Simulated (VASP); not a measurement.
Method: PBE GGA, VASP's PBE PAW potentials (set 64) (plane waves; VASP).

VASP input:

### KPOINTS
```
Automatic mesh
0
gamma
10 10 8
0 0 0
```

### INCAR
```
GGA = PE
LWAVE = .FALSE.
SYSTEM = ZrB2
LREAL = .FALSE.   # projection in real space or not
LASPH = .TRUE.   # aspherical one-centre terms
NELM = 100   # most electronic steps
PREC = Accurate
EDIFF = 1E-6   # SCF stop (eV)
ENCUT = 250
LMAXMIX = 4
ISIF = 2   # forces and stress, cell fixed
ALGO = Normal   # blocked Davidson
ISMEAR = 1   # Methfessel-Paxton
SIGMA = 0.1
LCHARG = .FALSE.
```

### POSCAR
```
ZrB2
3.4858060
  0.4423479104  -0.7862505831   0.0000000000
  0.4423479104   0.7862505831   0.0000000000
  0.0000000000   0.0000000000   1.0000000000
Zr B
1 2
Cart
  0.0000000000   0.0000000000   0.0000000000
  0.4423479104   0.2620840519   0.5000000000
  0.4681500640  -0.2620840519   0.5000000000
```

POTCAR, in this order: Zr_sv B (PBE.64 set). Program: vasp_std.

The run wrote:

**OSZICAR**
```
       N       E                     dE             d eps       ncg     rms          rms(c)
DAV:   1     0.530481776921E+02    0.53048E+02   -0.65078E+03  6938   0.806E+02
DAV:   2    -0.251278043982E+02   -0.78176E+02   -0.75791E+02  8191   0.237E+02
DAV:   3    -0.273907134285E+02   -0.22629E+01   -0.22377E+01 10004   0.349E+01
DAV:   4    -0.274353079776E+02   -0.44595E-01   -0.44585E-01  8283   0.510E+00
DAV:   5    -0.274379789196E+02   -0.26709E-02   -0.26709E-02 10725   0.795E-01    0.230E+01
DAV:   6    -0.247624262581E+02    0.26756E+01   -0.75912E+00  8180   0.197E+01    0.961E+00
DAV:   7    -0.247115331800E+02    0.50893E-01   -0.87388E-01 10219   0.597E+00    0.334E+00
DAV:   8    -0.247098468915E+02    0.16863E-02   -0.10327E-01  8152   0.285E+00    0.713E-01
DAV:   9    -0.247062631748E+02    0.35837E-02   -0.18423E-02  8340   0.108E+00    0.134E-01
DAV:  10    -0.247061604897E+02    0.10269E-03   -0.72335E-04  8357   0.235E-01    0.352E-02
DAV:  11    -0.247061587625E+02    0.17272E-05   -0.24649E-05  9874   0.423E-02    0.107E-02
DAV:  12    -0.247061577202E+02    0.10423E-05   -0.10983E-06  5864   0.805E-03    0.375E-03
DAV:  13    -0.247061576391E+02    0.81067E-07   -0.59914E-07  4305   0.623E-03
   1 F= -.24706158E+02 E0= -.24706204E+02  d E =0.139792E-03
```

### OUTCAR
```
------------------------ aborting loop because EDIFF is reached ----------------------------------------
  FORCE on cell =-STRESS in cart. coord.  units (eV):
  Direction    XX          YY          ZZ          XY          YZ          ZX
  --------------------------------------------------------------------------------------
  Total        3.1587366      0.3738157      1.5568917     -0.0200508      0.0000000      0.0000000
  in kB      171.7747819     20.3284145     84.6650941     -1.0903822      0.0000000      0.0000000
  external PRESSURE =      92.2560968 kB  Pullay stress =       0.0000000 kB
  volume of cell :       29.46
      direct lattice vectors                 reciprocal lattice vectors
     1.541939000 -2.740717000  0.000000000     0.324267043 -0.182434013  0.000000000
     1.541939000  2.740717000  0.000000000     0.324267043  0.182434013  0.000000000
     0.000000000  0.000000000  3.485806000     0.000000000  0.000000000  0.286877698
 POSITION                                       TOTAL-FORCE (eV/Angst)
 -----------------------------------------------------------------------------------
      0.00000      0.00000      0.00000         0.678495      0.036813      0.000000
      1.54194      0.91357      1.74290         0.969676     -0.125295      0.000000
      1.63188     -0.91357      1.74290        -1.648171      0.088482      0.000000
 -----------------------------------------------------------------------------------
    total drift:                                0.000025      0.000006     -0.000000
  FREE ENERGIE OF THE ION-ELECTRON SYSTEM (eV)
  ---------------------------------------------------
  free  energy   TOTEN  =       -24.7061576391 eV

  energy  without entropy=      -24.7062974310  energy(sigma->0) =      -24.70620424
```
(Selected blocks of OUTCAR.)

At this cut-off the stress carries a Pulay error, which pulls relaxed volumes low.

The compound is ZrB2 in the AlB2 type structure. The cell was not relaxed at this level, atoms are displaced from their ideal sites. The run is one of a series of settings (ENCUT = 250 against the base run), some of them coarse on purpose.
